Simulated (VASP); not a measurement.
# ScIn3N2 (P4/mmm) in VASP: further runs

One crystal, ScIn3N2, is run at these levels: PBE; tasks: relaxation of cell and atoms.

Everything below comes from runs of VASP 6.6.1. Logs are shortened: lines on timing, memory, paths and dates and some standing lists are left out, and cuts for length are marked.

## 1. Starting point

It takes space group P4/mmm (No. 123, tetragonal). Conventional cell: a = 4.493 Å, b = 4.493 Å, c = 5.468 Å, α = 90.00°, β = 90.00°, γ = 90.00°. Sc (site symmetry 4/mmm) has 4 N at 2.25 Å as nearest neighbours. In (site symmetry 4/mmm) has 4 N at 2.25 Å as nearest neighbours. In (site symmetry mmm) is surrounded by 2 N at 2.73 Å. Around N (site symmetry mmm) lie 2 Sc at 2.25 Å and 2 In at 2.25 Å.

The cell was built by a generator and needn't be a form met in nature.

## 2. Relaxation of cell and atoms, PBE

The input, INCAR:

```
SYSTEM = ScIn3N2
ALGO = Normal
EDIFF = 1E-6
EDIFFG = -0.01
ENCUT = 520
GGA = PE
IBRION = 2
ISIF = 3
ISMEAR = 0
KPAR = 4
LASPH = .True.
LCHARG = .False.
LREAL = .False.
LWAVE = .False.
NELM = 120
NSW = 90
PREC = Accurate
SIGMA = 0.1
```

The input, KPOINTS:

```
k-points
0
Gamma
  8 8 6
  0 0 0
```

The input, POSCAR:

```
ScIn3N2
1.0
    4.4930000000      0.0000000000      0.0000000000
    0.0000000000      4.4930000000      0.0000000000
    0.0000000000      0.0000000000      5.4680000000
Sc In N
1 3 2
Direct
    0.0000000000      0.0000000000      0.0000000000
    0.5000000000      0.5000000000      0.0000000000
    0.0000000000      0.5000000000      0.5000000000
    0.5000000000      0.0000000000      0.5000000000
    0.0000000000      0.5000000000      0.0000000000
    0.5000000000      0.0000000000      0.0000000000
```

Potentials or basis: VASP PAW PBE potentials, release 64 (Sc_sv, In_d, N).

The run is started by

```
$ cat potpaw_PBE.64/Sc_sv/POTCAR potpaw_PBE.64/In_d/POTCAR potpaw_PBE.64/N/POTCAR > POTCAR
$ mpirun -np 4 vasp_std > vasp.out
```

OUTCAR:

```text
SYSTEM = ScIn3N2
   EDIFF = 1E-6
   EDIFFG = -0.01
   ENCUT = 520
   GGA = PE
   IBRION = 2
   ISIF = 3
   ISMEAR = 0
   LASPH = .True.
   LREAL = .False.
   NELM = 120
   NSW = 90
   PREC = Accurate

 ion  position               nearest neighbor table
   1  0.000  0.000  0.000-   5 2.25   6 2.25   5 2.25   6 2.25   2 3.18   2 3.18   2 3.18   2 3.18
                             3 3.54   4 3.54   3 3.54   3 3.54   4 3.54   4 3.54   4 3.54   3 3.54
   2  0.500  0.500  0.000-   5 2.25   6 2.25   6 2.25   5 2.25   1 3.18   1 3.18   1 3.18   1 3.18
                             4 3.54   4 3.54   4 3.54   3 3.54   3 3.54   4 3.54   3 3.54   3 3.54
   3  0.000  0.500  0.500-   5 2.73   5 2.73   4 3.18   4 3.18   4 3.18   4 3.18   1 3.54   1 3.54
                             2 3.54   1 3.54   2 3.54   1 3.54   2 3.54   2 3.54
   4  0.500  0.000  0.500-   6 2.73   6 2.73   3 3.18   3 3.18   3 3.18   3 3.18   1 3.54   2 3.54
                             2 3.54   2 3.54   1 3.54   1 3.54   1 3.54   2 3.54
   5  0.000  0.500  0.000-   1 2.25   2 2.25   1 2.25   2 2.25   3 2.73   3 2.73
   6  0.500  0.000  0.000-   1 2.25   2 2.25   2 2.25   1 2.25   4 2.73   4 2.73

  LATTYP: Found a simple tetragonal cell.
 ALAT       =     4.4930000000
 C/A-ratio  =     1.2170042288

  Lattice vectors:

 A1 = (   4.4930000000,   0.0000000000,   0.0000000000)
 A2 = (   0.0000000000,   4.4930000000,   0.0000000000)
 A3 = (   0.0000000000,   0.0000000000,   5.4680000000)

Analysis of symmetry for initial positions (statically):
=====================================================================
 Subroutine PRICEL returns:
 Original cell was already a primitive cell.

 Routine SETGRP: Setting up the symmetry group for a
 simple tetragonal supercell.

 Subroutine GETGRP returns: Found 16 space group operations
 (whereof 16 operations were pure point group operations)
 out of a pool of 16 trial point group operations.

The static configuration has the point symmetry D_4h.

Analysis of symmetry for dynamics (positions and initial velocities):
=====================================================================
 Subroutine PRICEL returns:
 Original cell was already a primitive cell.

 Routine SETGRP: Setting up the symmetry group for a
 simple tetragonal supercell.

 Subroutine GETGRP returns: Found 16 space group operations
 (whereof 16 operations were pure point group operations)
 out of a pool of 16 trial point group operations.

The dynamic configuration has the point symmetry D_4h.

 Subroutine INISYM returns: Found 16 space group operations
 (whereof 16 operations are pure point group operations),
 and found     1 'primitive' translations

----------------------------------------------------------------------------------------

                                     Primitive cell

  volume of cell :     110.3828

  direct lattice vectors                    reciprocal lattice vectors
     4.493000000  0.000000000  0.000000000     0.222568440  0.000000000  0.000000000
     0.000000000  4.493000000  0.000000000     0.000000000  0.222568440  0.000000000
     0.000000000  0.000000000  5.468000000     0.000000000  0.000000000  0.182882224

  length of vectors
     4.493000000  4.493000000  5.468000000     0.222568440  0.222568440  0.182882224

  position of ions in fractional coordinates (direct lattice)
     0.000000000  0.000000000  0.000000000
     0.500000000  0.500000000  0.000000000
     0.000000000  0.500000000  0.500000000
     0.500000000  0.000000000  0.500000000
     0.000000000  0.500000000  0.000000000
     0.500000000  0.000000000  0.000000000

  ion indices of the primitive-cell ions
   primitive index   ion index
                 1           1
                 2           2
                 3           3
                 4           4
                 5           5
                 6           6

----------------------------------------------------------------------------------------

 KPOINTS: k-points

Automatic generation of k-mesh.
 Grid dimensions read from file:
 generate k-points for:    8    8    6

 Generating k-lattice:

  Cartesian coordinates                     Fractional coordinates (reciprocal lattice)
     0.027821055  0.000000000  0.000000000     0.125000000  0.000000000  0.000000000
     0.000000000  0.027821055  0.000000000     0.000000000  0.125000000  0.000000000
     0.000000000  0.000000000  0.030480371     0.000000000  0.000000000  0.166666667

  Length of vectors
     0.027821055  0.027821055  0.030480371

  Shift w.r.t. Gamma in fractional coordinates (k-lattice)
     0.000000000  0.000000000  0.000000000

 Subroutine IBZKPT returns following result:
 ===========================================

 Found     60 irreducible k-points:

 Following reciprocal coordinates:
            Coordinates               Weight
  0.000000  0.000000  0.000000      1.000000
  0.125000  0.000000  0.000000      4.000000
  0.250000  0.000000  0.000000      4.000000
  0.375000  0.000000  0.000000      4.000000
  0.500000  0.000000  0.000000      2.000000
  0.125000  0.125000  0.000000      4.000000
[... 16 lines left out ...]
  0.375000  0.125000  0.166667     16.000000
  0.500000  0.125000  0.166667      8.000000
 [... further k-points ...]
   k-points           NKPTS =     60   k-points in BZ     NKDIM =     60   number of bands    NBANDS=     36
   number of dos      NEDOS =    301   number of ions     NIONS =      6
   total plane-waves  NPLWV =  54432
   dimension x,y,z NGX =    36 NGY =   36 NGZ =   42
   dimension x,y,z NGXF=    72 NGYF=   72 NGZF=   84
   ions per type =               1   3   2
   NGX,Y,Z   is equivalent  to a cutoff of  13.32, 13.32, 12.77 a.u.
   NGXF,Y,Z  is equivalent  to a cutoff of  26.64, 26.64, 25.54 a.u.
 SYSTEM =  ScIn3N2
   PREC   = accura    normal or accurate (medium, high low for compatibility)
   ISTART =      0    job   : 0-new  1-cont  2-samecut
   ICHARG =      2    charge: 1-file 2-atom 10-const
   ISPIN  =      1    spin polarized calculation?
   LNONCOLLINEAR =      F non collinear calculations
   LSORBIT =      F    spin-orbit coupling
   LASPH  =      T    aspherical Exc in radial PAW
   ENCUT  =  520.0 eV  38.22 Ry    6.18 a.u.   8.35  8.35 10.17*2*pi/ulx,y,z
   NELM   =    120;   NELMIN=  2; NELMDL= -5     # of ELM steps
   EDIFF  = 0.1E-05   stopping-criterion for ELM
   LREAL  =      F    real-space projection
   EDIFFG = -.1E-01   stopping-criterion for IOM
   NSW    =     90    number of steps for IOM
   IBRION =      2    ionic relax: 0-MD 1-quasi-New 2-CG
   NFREE  =      1    steps in history (QN), initial steepest desc. (CG)
   ISIF   =      3    stress and relaxation
   ISYM   =      2    0-nonsym 1-usesym 2-fastsym
   POTIM  = 0.5000    time-step for ionic-motion
   TEBEG  =    0.0;   TEEND  =   0.0 temperature during run
   PSTRESS=    0.0 pullay stress
   NELECT =      60.0000    total number of electrons
   NUPDOWN=      -1.0000    fix difference up-down
   EMIN   =  10.00;   EMAX   =-10.00  energy-range for DOS
   EFERMI =   0.00;   METHOD = LEGACY
   ISMEAR =     0;   SIGMA  =   0.10  broadening in eV -4-tet -1-fermi 0-gaus
   EFERMI_NEDOS =   21; number of points for ismear=-14 and -15
   IALGO  =     38    algorithm
   IMIX   =      4    mixing-type and parameters
     AMIX     =   0.40;   BMIX     =  1.00
     AMIX_MAG =   1.60;   BMIX_MAG =  1.00
  volume/ion in A,a.u.               =      18.40       124.15
  Fermi-wavevector in a.u.,A,eV,Ry     =   1.336056  2.524781 24.287036  1.785047
  Thomas-Fermi vector in A             =   2.464713
   LORBIT       =      0    0 simple, 1 ext, 2 COOP (PROOUT), +10 PAW based schemes
   GGA     = PE    functional components
   LHFCALC =     F    Hartree Fock is set to
   AEXX    =    0.0000 exact exchange contribution
   IVDW    =     0    specifies the selected vdW correction
   LEPSILON=     F    determine dielectric tensor
   LRPA    =     F    only Hartree local field effects (RPA)
 conjugate gradient relaxation of ions
 non-spin polarized calculation
 Gauss-broadening in eV      SIGMA  =   0.10
  energy-cutoff  :      520.00
  volume of cell :      110.38
 maximum number of plane-waves:      3008
 NGX is ok and might be reduce to    36
   NGX = 17   NGY = 17   NGZ = 21

--------------------------------------- Ionic step        1  -------------------------------------------

 number of electron      60.0000018 magnetization

 Free energy of the ion-electron system (eV)
  ---------------------------------------------------
  ext. energy  EPLUGINS =         0.00000000
  ---------------------------------------------------
  free energy    TOTEN  =       -31.43602999 eV

  energy without entropy =      -31.42556188  energy(sigma->0) =      -31.43079593

------------------------ aborting loop because EDIFF is reached ----------------------------------------

  FORCE on cell =-STRESS in cart. coord.  units (eV):
  Direction    XX          YY          ZZ          XY          YZ          ZX
  --------------------------------------------------------------------------------------
  -------------------------------------------------------------------------------------
  Total       -1.0994373     -1.0994373      0.5356010      0.0000000     -0.0000000      0.0000000
  in kB      -15.9580453    -15.9580453      7.7741092      0.0000000     -0.0000000      0.0000000
  external PRESSURE =      -8.0473271 kB  Pullay stress =       0.0000000 kB
[... 305 lines left out ...]
  energy  without entropy=      -31.4478893804  energy(sigma->0) =      -31.45198822

--------------------------------------- Ionic step        9  -------------------------------------------

 number of electron      60.0000005 magnetization

 Free energy of the ion-electron system (eV)
  ---------------------------------------------------
  ext. energy  EPLUGINS =         0.00000000
  ---------------------------------------------------
  free energy    TOTEN  =       -31.45639478 eV

  energy without entropy =      -31.44792026  energy(sigma->0) =      -31.45215752

 E-fermi :   6.9557     XC(G=0): -10.5402

 val. band max:        6.9351652495   @ k =   0.2500   0.0000   0.5000
 cond. band min:       6.9561328333   @ k =   0.2500   0.1250   0.5000
 fundamental gap:      0.0209675838
 Fermi energy:         6.9556995920

 k-point     1 :       0.0000    0.0000    0.0000
  band No.  band energies     occupation
      1     -42.9018      2.00000
      2     -21.7057      2.00000
      3     -21.4586      2.00000
      4     -21.4586      2.00000
      5      -8.8643      2.00000
      6      -8.7700      2.00000
[... 925 lines left out ...]
     35       9.7573      0.00000
     36       9.9756      0.00000

 [... further k-points ...]

------------------------ aborting loop because EDIFF is reached ----------------------------------------

  FORCE on cell =-STRESS in cart. coord.  units (eV):
  Direction    XX          YY          ZZ          XY          YZ          ZX
  --------------------------------------------------------------------------------------
  -------------------------------------------------------------------------------------
  Total       -0.0031377     -0.0031377      0.0052965      0.0000000     -0.0000000      0.0000000
  in kB       -0.0450373     -0.0450373      0.0760239      0.0000000     -0.0000000      0.0000000
  external PRESSURE =      -0.0046836 kB  Pullay stress =       0.0000000 kB
[... 21 lines left out ...]
  FREE ENERGIE OF THE ION-ELECTRON SYSTEM (eV)
  ---------------------------------------------------
  free  energy   TOTEN  =       -31.4563947775 eV

  energy  without entropy=      -31.4479202632  energy(sigma->0) =      -31.45215752

 reached required accuracy - stopping structural energy minimisation
```

Wall time 7.8 min (4 MPI ranks of Intel Xeon Platinum 8488C (Sapphire Rapids), shared host); peak memory 0.37 GiB.

What came out:

| Quantity | Value |
| --- | --- |
| Free energy | -31.4564 eV |
| Relaxed volume | 18.60 Å³/atom |
| Relaxed cell | a = 4.450 Å, b = 4.450 Å, c = 5.638 Å, α = 90.00°, β = 90.00°, γ = 90.00° |
| Space group after relaxing (to 0.05 Å) | P4/mmm (No. 123) |
| Energy gained by relaxing | 3.4 meV/atom |
| Ionic steps | 9 |
| Pressure after relaxing | 0.0 GPa |
| Band gap on the k mesh | none (metal or under the smearing width) |

Step by step:
```
step  energy change (eV)  largest force (eV/Å)  pressure (GPa)  volume (Å³)
   1              0.0000                0.0000           -0.80       110.38
   2             -0.0082                0.0000            0.99       108.91
   3             -0.0088                0.0000            0.63       109.20
   4             -0.0144                0.0000            0.50       109.85
   5             -0.0200                0.0000            0.13       111.78
   6             -0.0202                0.0000            0.17       111.48
   7             -0.0202                0.0000            0.20       111.43
   8             -0.0201                0.0000           -0.26       111.90
   9             -0.0204                0.0000            0.00       111.62
```

Final structure:
```yaml
crystal:
  lattice:
    - [4.44959, 0.00000, 0.00000]
    - [0.00000, 4.44959, 0.00000]
    - [0.00000, 0.00000, 5.63776]
  atoms:
    - { symbol: Sc, position: [0.00000, 0.00000, 0.00000] }
    - { symbol: In, position: [0.50000, 0.50000, 0.00000] }
    - { symbol: In, position: [0.00000, 0.50000, 0.50000] }
    - { symbol: In, position: [0.50000, 0.00000, 0.50000] }
    - { symbol: N, position: [0.00000, 0.50000, 0.00000] }
    - { symbol: N, position: [0.50000, 0.00000, 0.00000] }
```

Levels at points of the mesh, in eV from the Fermi level:
```csv
k point,band 28,band 29,band 30,band 31,band 32,band 33
"(0.00, 0.00, 0.00)",-1.51,-0.69,-0.12,0.56,0.56,1.35
"(0.50, 0.00, 0.00)",-3.16,-1.99,1.42,1.76,2.14,2.69
"(0.50, 0.50, 0.00)",-3.31,-2.48,-1.77,-0.43,0.89,3.03
"(0.00, 0.00, 0.50)",-1.44,-1.44,-0.49,-0.49,0.42,1.60
"(0.50, 0.00, 0.50)",-1.44,-0.99,0.02,0.68,1.62,2.32
"(0.50, 0.50, 0.50)",-2.69,-0.56,-0.56,-0.41,1.04,2.08
```

## 3. Relaxation of cell and atoms, PBE

This run uses another cell than the first one, of 18.60 Å³/atom, 1.011 times its volume.

Changes to INCAR since step 2:

```diff
@@ -2,4 +2,4 @@
 ALGO = Normal
-EDIFF = 1E-6
-EDIFFG = -0.01
+EDIFF = 1E-7
+EDIFFG = -0.005
 ENCUT = 520
@@ -15,3 +15,4 @@
 NELM = 120
-NSW = 90
+NSW = 60
+POTIM = 0.3
 PREC = Accurate
```

KPOINTS is that of step 2.

The input, POSCAR:

```
ScIn3N2                                 
1.0
    4.4495870807     -0.0000000000      0.0000000000
    0.0000000000      4.4495870807     -0.0000000000
   -0.0000000000     -0.0000000000      5.6377597439
  Sc              In              N             
     1     3     2
Direct
     0.0000000000000000    0.0000000000000000    0.0000000000000000
     0.5000000000000000    0.5000000000000000    0.0000000000000000
     0.0000000000000000    0.5000000000000000    0.5000000000000000
     0.5000000000000000    0.0000000000000000    0.5000000000000000
     0.0000000000000000    0.5000000000000000    0.0000000000000000
     0.5000000000000000    0.0000000000000000    0.0000000000000000
```

Potentials or basis: VASP PAW PBE potentials, release 64 (Sc_sv, In_d, N).

The run is started by

```
$ cat potpaw_PBE.64/Sc_sv/POTCAR potpaw_PBE.64/In_d/POTCAR potpaw_PBE.64/N/POTCAR > POTCAR
$ mpirun -np 4 vasp_std > vasp.out
```

Run time: 2.1 min. Hardware: 4 MPI ranks of Intel Xeon Platinum 8488C (Sapphire Rapids), shared host; peak memory 0.36 GiB.

Results (log left out):

| Item | Value |
| --- | --- |
| Free energy | -31.4572 eV |
| Pressure after relaxing | 0.0 GPa |
| Band gap on the k mesh | none (metal or under the smearing width) |

Final structure:
```xyz
6
Lattice="4.4496 0.0000 0.0000 0.0000 4.4496 0.0000 0.0000 0.0000 5.6378" Properties=species:S:1:pos:R:3 pbc="T T T"
Sc    0.0000    0.0000    0.0000
In    2.2248    2.2248    0.0000
In    0.0000    2.2248    2.8189
In    2.2248    0.0000    2.8189
N     0.0000    2.2248    0.0000
N     2.2248    0.0000    0.0000
```

Levels at points of the mesh, in eV from the Fermi level:
```tsv
k point	band 26	band 27	band 28	band 29	band 30	band 31	band 32	band 33	band 34	band 35
(0.00, 0.00, 0.00)	-2.30	-1.51	-1.51	-0.69	-0.12	0.56	0.56	1.35	1.35	1.60
(0.50, 0.00, 0.00)	-4.10	-3.81	-3.16	-1.99	1.42	1.76	2.14	2.69	2.82	2.95
(0.50, 0.50, 0.00)	-3.47	-3.47	-3.31	-2.48	-1.77	-0.43	0.89	3.03	3.03	3.18
(0.00, 0.00, 0.50)	-2.13	-1.67	-1.44	-1.44	-0.49	-0.49	0.42	1.60	1.75	2.45
(0.50, 0.00, 0.50)	-3.99	-1.89	-1.44	-0.99	0.02	0.68	1.62	2.32	2.46	2.86
(0.50, 0.50, 0.50)	-3.29	-3.19	-2.69	-0.56	-0.56	-0.41	1.04	2.08	2.08	2.90
```

Caveat: the relaxation stopped at its first step, so nothing moved.
